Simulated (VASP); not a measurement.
Level of theory: vdW-DF2, VASP's PBE PAW potentials (set 64) (plane waves; VASP).

A VASP calculation is set up with these files.

INCAR:
```
AGGAC = 0.0
ALGO = Normal
EDIFF = 1E-7
ENCUT = 520
GGA = ML
ISIF = 2
ISMEAR = 0
LASPH = T
LCHARG = F
LMAXMIX = 4
LREAL = F
LUSE_VDW = T
LWAVE = F
NELM = 100
PREC = Accurate
SIGMA = 0.05
SYSTEM = SrTe
ZAB_VDW = -1.8867
```

POSCAR:
```
SrTe
1
    0.0000000000     3.4560991540     3.4560991540
    3.4560991540     0.0000000000     3.4560991540
    3.4560991540     3.4560991540     0.0000000000
Sr Te
1 1
Direct
  0.0000000000   0.0000000000   0.0000000000
  0.5000000000   0.5000000000   0.5000000000
```

File KPOINTS:
```
K-points
0
G
  7 7 7
```

POTCAR, in this order: Sr_sv Te (PBE.64 set). Program: vasp_std.

### Question
What will the output report for the number of irreducible k-points (NKPTS), largest plane-wave count, number of space-group operations, FFT grid (NGX, NGY, NGZ)?

### Answer

```json
{
 "number of irreducible k-points (NKPTS)": "20",
 "largest_plane_wave_count": "2239",
 "number_of_space_group_operations": "48",
 "FFT grid (NGX, NGY, NGZ)": "36 × 36 × 36"
}
```

The compound is SrTe in the rock salt structure. This cell is one point of a volume scan, at 1.03 of the reference volume.
